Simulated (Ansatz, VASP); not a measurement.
# Cross-check of ZnNi between VASP and Ansatz

Wanted: the spread between two codes on one cell, functional and k mesh. Of the first pair: The two relaxations start from unlike cells of this crystal (the structure described is Ansatz's start), so only their ends are compared.

Main program and level: Ansatz 0.2.0; plane waves, with VASP 6.6.1 beside it; relaxation of cell and atoms at PBEsol and zone-centre phonons at PBEsol.

## 1. The structure

The structure is cubic, space group Pm-3m (No. 221). The conventional cell has a = 2.908 Å, b = 2.908 Å, c = 2.908 Å, α = 90.00°, β = 90.00°, γ = 90.00°. Nearest to Zn lie 8 Ni at 2.52 Å. Ni has 8 Zn at 2.52 Å nearest. Farther neighbours are not listed.

As a file:

```cif
data_structure
_symmetry_space_group_name_H-M 'Pm-3m'
_symmetry_Int_Tables_number 221
_cell_length_a 2.9083
_cell_length_b 2.9083
_cell_length_c 2.9083
_cell_angle_alpha 90.000
_cell_angle_beta 90.000
_cell_angle_gamma 90.000
_cell_volume 24.60
loop_
_atom_site_label
_atom_site_type_symbol
_atom_site_symmetry_multiplicity
_atom_site_Wyckoff_symbol
_atom_site_fract_x
_atom_site_fract_y
_atom_site_fract_z
_atom_site_occupancy
Zn1 Zn 1 b 0.50000 0.50000 0.50000 1
Ni1 Ni 1 a 0.00000 0.00000 0.00000 1
```

## 2. Ansatz: relaxation of cell and atoms, PBEsol, pair 1

Ansatz runs on its PAW soft_1 files.

The relaxed volume is the usual yardstick between codes: in a stiff, nearly cubic crystal its relative difference is about their pressure difference at one cell divided by the bulk modulus.

Contents of input.yaml:

```yaml
crystal:
  lattice:
    - [2.9083, 0.0, 0.0]
    - [0.0, 2.9083, 0.0]
    - [0.0, 0.0, 2.9083]
  atoms:
    - { symbol: Zn, position: [0.5, 0.5, 0.5] }
    - { symbol: Ni, position: [0.0, 0.0, 0.0] }
kpoints:
  mp_grid: { grid: [8, 8, 8] }
hamiltonian:
  xc: pbesol
  pseudopotentials: { kind: paw, azcp: { folder: soft_1 }, xc_functional: pbe }
scf:
  occupations: { method: gaussian, width: 0.1 }
output:
  forces: true
  stress: true
  eigenvalues: true
relax:
  adjacent_minimum: "off"
  f_tol: 0.05
  max_steps: 80
  cell: { stress_tol: 0.5 }
```

Run with:

```sh
> ansatz run input.yaml --threads 4 --pin off --max-ram 10240MiB --backend cpu --events-out ev --progress --plain --runs-dir out
```

Numbers of over 12 decimals in the logs are rounded to 6 here.

Log:

```text
The last accepted step is kept in <dir> (removed where the run ends without a failure and the disk answers)
Engine: ansatz 0.2.0, aarch64-unknown-linux-gnu
Pseudopotentials: kind: paw
Pseudopotential: Zn, paw, valence charge 12, recommended cutoff 420 eV (normal), soft_1/Zn.paw.azcp
Pseudopotential: Ni, paw, valence charge 18, recommended cutoff 420 eV (normal), soft_1/Ni.paw.azcp
Functional definition: PBEsol
  exchange = pbesol_x
  correlation = pbesol_c
Crystal: 2 atoms, lattice volume = 24.599 Å³
Basis set: ecut = 420 eV, 461 PW (Γ), exchange–correlation on 40×40×40 points (8 copies of the dense FFT grid, shifted against one another)
Bands: 19, of which v1, the nominal top of the filled ones, is band 15 counted from 1 (14 counted from 0)
Symmetry: 48 space group operations
Space group: Pm-3m (ITA 221), of the structure as read, at distance tolerance 2.9e-5 Å
k-points: 35 of 512
Non-local potential: Zn, projectors of the file, l = 0: 2, l = 1: 2, l = 2: 3, l = 3: 1
Non-local potential: Ni, projectors of the file, l = 0: 3, l = 1: 2, l = 2: 3, l = 3: 1
PAW form: soft (Blöchl's): semilocal exchange-correlation on the pseudo side does not see the compensation charge
PAW frozen core: Zn, regenerated for the run's functional, and the local potential with it (the file was generated under x = pbe(κ = 0.804, μ = 0.219515), c = pbe(β = 0.066725))
PAW frozen core: Ni, regenerated for the run's functional, and the local potential with it (the file was generated under x = pbe(κ = 0.804, μ = 0.219515), c = pbe(β = 0.066725))
PAW one-centre angular grid: Zn, 590 points (default); XC on 64 Gauss nodes
PAW one-centre angular grid: Ni, 590 points (default); XC on 64 Gauss nodes
Initial density: superposition of atomic densities (chi_scale 0.1, normalization cell, long waves kept (reshape's long-wave potential 0.00 eV rms))
Initial wavefunctions: pseudopotential atomic-orbital guess
Functional: x = pbesol(κ = 0.804, μ = 0.123457), c = pbesol(β = 0.046)
SCF iter   1: F=—  HF=-9086.903950 eV  |F-HF|=—  |Δ(HF+E_count)|=         —  Δρ=1.22e-1  dr2=3.47e0  ethr=3.10e-3  ⟨swp⟩=5.3  Hψ=3280  notcnv=0
preconditioner: auto → none  [insulator: Δε(μ)=0.164 eV  Ē_g=10.752 eV  σ=0.100 eV  W_gap=0.75  n_scr=6 (ndim 8)  ℏωp=35.1 eV  f_vac=0.000  D(μ)=0.71/eV (n_scr^D=6)  ε∞_Penn≈11.7]
SCF iter   2: F=—  HF=-9086.400627 eV  |F-HF|=—  |Δ(HF+E_count)|=   5.03e-1  Δρ=2.24e-2  dr2=1.39e-1  ethr=3.10e-3  ⟨swp⟩=2.5  Hψ=1363  notcnv=0  defer=6
SCF iter   3: F=—  HF=-9086.358529 eV  |F-HF|=—  |Δ(HF+E_count)|=   4.21e-2  Δρ=8.66e-3  dr2=2.00e-2  ethr=4.62e-4  ⟨swp⟩=2.0  Hψ=1448  notcnv=0  defer=6
SCF iter   4: F=—  HF=-9086.353894 eV  |F-HF|=—  |Δ(HF+E_count)|=   4.63e-3  Δρ=2.88e-3  dr2=5.89e-4  ethr=6.67e-5  ⟨swp⟩=2.0  Hψ=1167  notcnv=0  defer=6
SCF iter   5: F=—  HF=-9086.354023 eV  |F-HF|=—  |Δ(HF+E_count)|=   1.28e-4  Δρ=3.11e-4  dr2=5.69e-6  ethr=1.96e-6  ⟨swp⟩=2.9  Hψ=1582  notcnv=0  defer=6
SCF iter   6: F=—  HF=-9086.354008 eV  |F-HF|=—  |Δ(HF+E_count)|=   1.46e-5  Δρ=1.27e-4  dr2=1.94e-6  ethr=1.90e-8  ⟨swp⟩=2.0  Hψ=1187  notcnv=0  defer=6
SCF iter   7: F=-9086.354007 eV  HF=-9086.354008 eV  |F-HF|=3.07e-8  |Δ(HF+E_count)|=   4.17e-7  Δρ=1.23e-5  dr2=2.41e-8  ethr=3.33e-10  ⟨swp⟩=4.6  Hψ=3042  notcnv=0
SCF 1 converged in 7 iterations: F = -9086.354007 eV  dr2 = 2.41e-8
  greatest PAW one-centre occupation: 1.001 electrons in one spin orbital (limit 2), on the Ni atom at site 1 (counted from 0), in its partial waves of l = 1
relax step   1: F+E_penalty+E_count = -9086.35400750 eV  Δ(F+E_penalty+E_count) = +0.000e0 eV  max|allowed force component| = 1.128e-28 eV/Å  Δτ_max = 0.0000 Å  P = -10.143 GPa  Ω = 24.599 Å³  (7 SCF iters, dr2 threshold 1.00e-7 eV, accepted)
[...]
relax step   2: F+E_penalty+E_count = -9086.40186276 eV  Δ(F+E_penalty+E_count) = -4.786e-2 eV  max|allowed force component| = 3.287e-30 eV/Å  Δτ_max = 0.0000 Å  P = -4.475 GPa  Ω = 23.582 Å³  energy of the carried Pulay correction = +6.877e-4 eV  (6 SCF iters, dr2 threshold 2.00e-7 eV, accepted)
[...]
relax step   3: F+E_penalty+E_count = -9086.41146868 eV  Δ(F+E_penalty+E_count) = -9.606e-3 eV  max|allowed force component| = 2.728e-30 eV/Å  Δτ_max = 0.0000 Å  P = +0.735 GPa  Ω = 22.837 Å³  energy of the carried Pulay correction = +1.210e-3 eV  (6 SCF iters, dr2 threshold 2.00e-7 eV, accepted)
[...]
relax step   4: F+E_penalty+E_count = -9086.41161619 eV  Δ(F+E_penalty+E_count) = -1.475e-4 eV  max|allowed force component| = 5.456e-30 eV/Å  Δτ_max = 0.0000 Å  P = -0.041 GPa  Ω = 22.940 Å³  energy of the carried Pulay correction = +1.138e-3 eV  (6 SCF iters, dr2 threshold 2.00e-7 eV, accepted)
[...]
relax step   5: F+E_penalty+E_count = -9086.41037189 eV  Δ(F+E_penalty+E_count) = +1.244e-3 eV  max|allowed force component| = 9.861e-31 eV/Å  Δτ_max = 0.0000 Å  P = -0.017 GPa  Ω = 22.940 Å³  stress off target by 1.66e-2 GPa  SCF on the basis re-selected at this cell (its energy is not comparable with the rows above)  (6 SCF iters)
basis re-selected at this cell: Δ(F+E_penalty+E_count) = +1.244e-3 eV, ΔP = +0.024 GPa vs the last step (what re-selecting the basis moved, of the pressure what is left beyond the Pulay correction that the steps carried, after the strain that the cell walked since its last selection, with what the two solves' SCF thresholds leave and, on support functions, any second-order correction that the steps lacked; it is no m [...]
SCF converged after 6 iterations
Free energy (F): -9086.410372 eV
Harris-Foulkes:  -9086.410372 eV  (|F-HF|=0.00e0)
Internal energy: -9086.401128 eV  (E = F + TS)
E sigma→0 (E₀):  -9086.405750 eV
Entropy (-TS):   -0.009243 eV (-4.622 meV/atom)
Fermi energy:    15.668110 eV
--- Per-component energies (eV) ---
  E_band       = -215.196679
  E_kinetic    = 492.536704
  E_local      = -4538.453490  (includes V_loc(G=0)·N_el)
  E_nonlocal   = 702.697352
  E_hartree    = 2172.148921
  E_xc         = -191.669915
  E_vxc        = -199.018041  (∫ρ·V_xc dr)
  E_paw        = -3482.132551  (= ΣΔE_a)
  E_vpaw       = -1017.257540  (= ΣTr[D̂ρ^β])
  E_aug_tail   = 0.000481  (compensation charges beyond the density's cutoff)
  E_ewald      = -4242.523276
  E_core_change = 0.994645  (= ΣΔE_core)
  E_smearing   = -0.009243  (= −TS)
  E_closure    = -0.000000  (closes the sum)
  Σ components = -9086.410372   (vs F -9086.410372, Δ=0.00e0)
--- Forces (eV/Å), atoms counted from 1 ---
  atom   1  Zn     0.00000000     0.00000000     0.00000000
  atom   2  Ni     0.00000000     0.00000000     0.00000000
  max |Σ_I F_I| component: 2.24e-30 eV/Å
--- Stress (GPa, compression-positive) ---
       -0.016605       0.000000      -0.000000
        0.000000      -0.016605      -0.000000
       -0.000000      -0.000000      -0.016605
  P = ⅓ Tr σ = -0.0166 GPa (-0.166 kbar)
--- Band table (eV; the first three rows and the last of 35) ---
  k-point 0: bands = [... 11 lower, 13.4399, 14.7709, 14.7709, 14.7709, 23.0712, 23.0712, 23.0712, 28.6758]
  k-point 1: bands = [... 11 lower, 13.4525, 14.6239, 14.6239, 14.7563, 20.9856, 23.5811, 23.5811, 28.7940]
  k-point 2: bands = [... 11 lower, 13.3577, 14.3059, 14.3059, 14.7206, 17.9432, 24.9801, 24.9801, 29.1579]
  k-point 34: bands = [... 11 lower, 12.2937, 15.1174, 15.1174, 20.7924, 21.2317, 21.2317, 21.2317, 21.8544]
--- Relaxed structure (4 steps of the walk, 4 accepted, 1 SCFs on fresh bases) ---
  F+E_penalty+E_count = -9086.41037189 eV   max|allowed force component| = 9.861e-31 eV/Å   (the final SCF, on the basis selected at the relaxed cell)
  cell:  # Å, volume = 22.9396 Å³
    - [2.841376, 0, 0]
    - [0, 2.841376, 0]
    - [0, 0, 2.841376]
  atoms:
    - { symbol: Zn, position: [0.5, 0.5, 0.5] }
    - { symbol: Ni, position: [0, 0, 0] }
```

The column dr2 measures how far the density is from self-consistency, as an energy; F and HF (Harris–Foulkes) agree once it is small.

## 3. VASP: relaxation of cell and atoms, PBEsol, pair 1

Its own start cell and the same functional, mesh and smearing now go to VASP, with its own data sets.

Lines of VASP's logs that name or quote its potential files are left out, and so is its time.

Contents of INCAR:

```
SYSTEM = ZnNi
PREC = Accurate
ENCUT = 600
EDIFF = 1E-07
NELM = 120
ISMEAR = 0
SIGMA = 0.1
LREAL = .FALSE.
ALGO = Normal
GGA = PS
NBANDS = 17
LASPH = .TRUE.
LORBIT = 11
LWAVE = .FALSE.
LCHARG = .FALSE.
ISIF = 3
IBRION = 2
NSW = 80
EDIFFG = -0.005
GGA_COMPAT = .FALSE.
NELMIN = 4
KPAR = 2
```

Contents of POSCAR:

```
ZnNi
1.0
    2.8454176897      0.0000000000      0.0000000000
    0.0000000000      2.8454176897      0.0000000000
    0.0000000000      0.0000000000      2.8454176897
Zn Ni
1 1
Direct
    0.5000000000      0.5000000000      0.5000000000
    0.0000000000      0.0000000000      0.0000000000
```

Contents of KPOINTS:

```
Automatic mesh
0
Gamma
8 8 8
0 0 0
```

The projector-augmented-wave data sets are Zn and Ni (PBE family, release 64).

Run with:

```sh
> mpirun -np 2 vasp_std
```

Log:

```text
[banner, memory and clock lines left out]
running    2 mpi-ranks, on    1 nodes
 distrk:  each k-point on    1 cores,    2 groups
 distr:  one band on    1 cores,    1 groups

 POSCAR found type information on POSCAR ZnNi
 POSCAR found :  2 types and       2 ions
|                                                                             |
|               ----> ADVICE to this user running VASP <----                  |
|                                                                             |
|     You enforced a specific xc type in the INCAR file but a different       |
|     [... a line on the potential file left out ...]
|     I HOPE YOU KNOW WHAT YOU ARE DOING!                                     |
|                                                                             |

 LDA part: xc-table for (Slater+PW92), standard interpolation
 POSCAR, INCAR and KPOINTS ok, starting setup
 FFT: planning ... GRIDC
 FFT: planning ... GRID_SOFT
 FFT: planning ... GRID
 WAVECAR not read
 entering main loop
       N       E                     dE             d eps       ncg     rms          rms(c)
DAV:   1     0.104052035588E+03    0.10405E+03   -0.11997E+04  1270   0.222E+03
DAV:   2    -0.543538052181E+01   -0.10949E+03   -0.10546E+03  1190   0.306E+02
DAV:   3    -0.931704452062E+01   -0.38817E+01   -0.38601E+01  1336   0.703E+01
DAV:   4    -0.935063966792E+01   -0.33595E-01   -0.33587E-01  1454   0.584E+00
DAV:   5    -0.935143913434E+01   -0.79947E-03   -0.79944E-03  1389   0.829E-01    0.112E+01
DAV:   6    -0.980807119283E+01   -0.45663E+00   -0.13958E+01  1234   0.662E+01    0.111E+01
DAV:   7    -0.828770333632E+01    0.15204E+01   -0.58171E+00  1266   0.732E+01    0.384E+00
DAV:   8    -0.825602621552E+01    0.31677E-01   -0.20061E-01  1551   0.778E+00    0.149E+00
DAV:   9    -0.824735429092E+01    0.86719E-02   -0.77533E-03  1606   0.124E+00    0.266E-01
DAV:  10    -0.824703584824E+01    0.31844E-03   -0.74382E-04  1563   0.358E-01    0.731E-02
DAV:  11    -0.824703730608E+01   -0.14578E-05   -0.61139E-05  1726   0.181E-01    0.142E-02
DAV:  12    -0.824703540579E+01    0.19003E-05   -0.86046E-06  1578   0.667E-02    0.265E-03
DAV:  13    -0.824703544497E+01   -0.39174E-07   -0.32688E-07  1104   0.838E-03
   1 F= -.82470354E+01 E0= -.82424041E+01  d E =-.824704E+01
 curvature:   0.00 expect dE= 0.000E+00 dE for cont linesearch  0.000E+00
 trial: gam= 0.00000 g(F)=  0.000E+00 g(S)=  0.324E-04 ort = 0.000E+00 (trialstep = 0.100E+01)
 search vector abs. value=  0.324E-04
 bond charge predicted
       N       E                     dE             d eps       ncg     rms          rms(c)
DAV:   1    -0.824797429303E+01   -0.93889E-03   -0.81406E-03  1211   0.179E+00    0.262E-01
DAV:   2    -0.824819866655E+01   -0.22437E-03   -0.92800E-03  1230   0.169E+00    0.300E-01
DAV:   3    -0.824710746491E+01    0.10912E-02   -0.44162E-03  1240   0.138E+00    0.871E-02
DAV:   4    -0.824703627843E+01    0.71186E-04   -0.17325E-04  1570   0.262E-01    0.275E-02
DAV:   5    -0.824702163268E+01    0.14646E-04   -0.71725E-06  1727   0.410E-02    0.276E-03
DAV:   6    -0.824702150410E+01    0.12858E-06   -0.52158E-07  1227   0.817E-03    0.185E-03
DAV:   7    -0.824702126707E+01    0.23703E-06   -0.25125E-08   623   0.464E-03    0.152E-04
DAV:   8    -0.824702127640E+01   -0.93241E-08   -0.21193E-08   610   0.267E-03
   2 F= -.82470213E+01 E0= -.82423944E+01  d E =0.141686E-04
 trial-energy change:    0.000014  1 .order    0.000006   -0.000032    0.000044
 step:   0.2880(harm=  0.4255)  dis= 0.00000  next Energy=    -8.247040 (dE=-0.446E-05)
 bond charge predicted
       N       E                     dE             d eps       ncg     rms          rms(c)
DAV:   1    -0.824752366421E+01   -0.50240E-03   -0.41440E-03  1208   0.128E+00    0.187E-01
DAV:   2    -0.824764399376E+01   -0.12033E-03   -0.47751E-03  1229   0.121E+00    0.215E-01
DAV:   3    -0.824708115852E+01    0.56284E-03   -0.22711E-03  1236   0.983E-01    0.617E-02
DAV:   4    -0.824704468729E+01    0.36471E-04   -0.86528E-05  1561   0.184E-01    0.197E-02
DAV:   5    -0.824703683568E+01    0.78516E-05   -0.35878E-06  1711   0.293E-02    0.183E-03
DAV:   6    -0.824703696276E+01   -0.12708E-06   -0.25457E-07  1044   0.540E-03    0.129E-03
DAV:   7    -0.824703713872E+01   -0.17596E-06   -0.14002E-08   607   0.339E-03    0.114E-04
DAV:   8    -0.824703713101E+01    0.77084E-08   -0.10578E-08   601   0.188E-03
   3 F= -.82470371E+01 E0= -.82424072E+01  d E =-.168604E-05
 curvature:  -0.20 expect dE=-0.126E-06 dE for cont linesearch -0.126E-06
 trial: gam= 0.00000 g(F)=  0.278E-65 g(S)=  0.630E-06 ort =-0.452E-05 (trialstep = 0.858E+00)
 search vector abs. value=  0.630E-06
 reached required accuracy - stopping structural energy minimisation
```

From OUTCAR (step 3):

```text
ion  position               nearest neighbor table
   1  0.500  0.500  0.500-   2 2.46   2 2.46   2 2.46   2 2.46   2 2.46   2 2.46   2 2.46   2 2.46

  LATTYP: Found a simple cubic cell.
 ALAT       =     2.8454176897

 Subroutine GETGRP returns: Found 48 space group operations
 (whereof 48 operations were pure point group operations)

The static configuration has the point symmetry O_h .

 Found     35 irreducible k-points:

   k-points           NKPTS =     35   k-points in BZ     NKDIM =     35   number of bands    NBANDS=     17

   dimension x,y,z NGX =    24 NGY =   24 NGZ =   24
   dimension x,y,z NGXF=    48 NGYF=   48 NGZF=   48

   ENCUT  =  600.0 eV  44.10 Ry    6.64 a.u.   5.68  5.68  5.68*2*pi/ulx,y,z

   NELECT =      22.0000    total number of electrons

 k-points in reciprocal lattice and weights: Automatic mesh
   0.00000000  0.00000000  0.00000000       0.002
   0.12500000  0.00000000  0.00000000       0.012
   0.25000000  0.00000000  0.00000000       0.012
   0.37500000  0.00000000  0.00000000       0.012
   0.50000000  0.00000000  0.00000000       0.006
   0.12500000  0.12500000  0.00000000       0.023
   0.25000000  0.12500000  0.00000000       0.047
   0.37500000  0.12500000  0.00000000       0.047
   0.50000000  0.12500000  0.00000000       0.023
[...]
0.50000000  0.50000000  0.37500000       0.012
   0.50000000  0.50000000  0.50000000       0.002

 average (electrostatic) potential at core
       1 -32.7274       2 -84.5044

 E-fermi :   6.3543

 k-point     1 :       0.0000    0.0000    0.0000
  band No.  band energies     occupation
    ...
      7       4.1376      2.00000
      8       4.1376      2.00000
      9       5.4541      2.00000
     10       5.4541      2.00000
     11       5.4541      2.00000
     12      13.8035      0.00000
     13      13.8035      0.00000
     14      13.8035      0.00000
     15      19.4060      0.00000
     16      19.4060      0.00000
    ...

 k-point     2 :       0.1250    0.0000    0.0000
  band No.  band energies     occupation
    ...
      7       4.1168      2.00000
      8       4.1504      2.00000
      9       5.3110      2.00000
     10       5.3110      2.00000
     11       5.4409      2.00000
     12      11.7004      0.00000
     13      14.3084      0.00000
     14      14.3084      0.00000
     15      19.5283      0.00000
     16      20.5141      0.00000
    ...

 k-point     3 :       0.2500    0.0000    0.0000
  band No.  band energies     occupation
    ...
      7       4.0307      2.00000
      8       4.0644      2.00000
      9       5.0007      2.00000
     10       5.0007      2.00000
     11       5.4086      2.00000
     12       8.6436      0.00000
     13      15.6973      0.00000
     14      15.6973      0.00000
     15      19.9044      0.00000
     16      21.1464      0.00000
    ...

  Total        0.0029511      0.0029511      0.0029511      0.0000000      0.0000000     -0.0000000
  in kB        0.2053266      0.2053266      0.2053266      0.0000000      0.0000000     -0.0000000
  external PRESSURE =       0.2053266 kB  Pullay stress =       0.0000000 kB

  energy-cutoff  :      600.00
  volume of cell :       23.03
      direct lattice vectors                 reciprocal lattice vectors
     2.844999503  0.000000000  0.000000000     0.351493910 -0.000000000  0.000000000
     0.000000000  2.844999503 -0.000000000    -0.000000000  0.351493910 -0.000000000
    -0.000000000  0.000000000  2.844999503    -0.000000000  0.000000000  0.351493910

 POSITION                                       TOTAL-FORCE (eV/Angst)
 -----------------------------------------------------------------------------------
      1.42250      1.42250      1.42250        -0.000000      0.000000      0.000000
      0.00000      0.00000      0.00000         0.000000     -0.000000      0.000000
 -----------------------------------------------------------------------------------
    total drift:                                0.000000      0.000000     -0.000000

  FREE ENERGIE OF THE ION-ELECTRON SYSTEM (eV)
  ---------------------------------------------------
  free  energy   TOTEN  =        -8.2470371310 eV

  energy  without entropy=       -8.2377773436  energy(sigma->0) =       -8.24240724

 reached required accuracy - stopping structural energy minimisation

 total charge
# of ion       s       p       d       tot
------------------------------------------
    1        0.619   0.596   9.757  10.972
    2        0.438   0.460   8.452   9.350
--------------------------------------------------
tot          1.058   1.056  18.209  20.322

[... 3 further parts left out ...]
```

CONTCAR:

```
ZnNi
   1.00000000000000
     2.8449995032257887    0.0000000000000000    0.0000000000000000
     0.0000000000000000    2.8449995032257887   -0.0000000000000000
    -0.0000000000000000    0.0000000000000000    2.8449995032257887
  Zn              Ni
     1     1
Direct
     0.5000000000000000    0.5000000000000000    0.5000000000000000
     0.0000000000000000    0.0000000000000000    0.0000000000000000
```

This run has no spin polarisation, so a moment on Ni, if there is one, isn't seen.

## 4. Comparison

Known differences besides the potentials themselves: the data sets hold 30 valence electrons in Ansatz (on its PAW soft_1 files) and 22 in VASP; the cutoff is 420 eV in Ansatz and 600 eV in VASP; Ansatz makes its cores anew for this functional, VASP keeps those of its PBE data sets; Ansatz adds a Pulay correction to the stress that steers its cell, VASP none. Total energies have different zeros and are not compared.

Compared:

```csv
quantity,Ansatz,VASP,difference
volume (Å³),22.94,23.03,-0.38 %
"edge a after relaxation, in the typed setting (Å)",2.841,2.845,-0.13 %
```

(Part 1 of 2 ends here.)

[Lines on the potential files, build, host, timing and source positions are cut from VASP's logs without a mark.]

[Logs are printed without paths, hosts, clocks, repeated set-up lines and the standing remarks that a program may print on its own settings, such as how far it seeks lower states.]

[Hosts, paths, dates, database ids (printed as entryN), source tags and the programs' standing remarks are cut or masked in the printed files.]
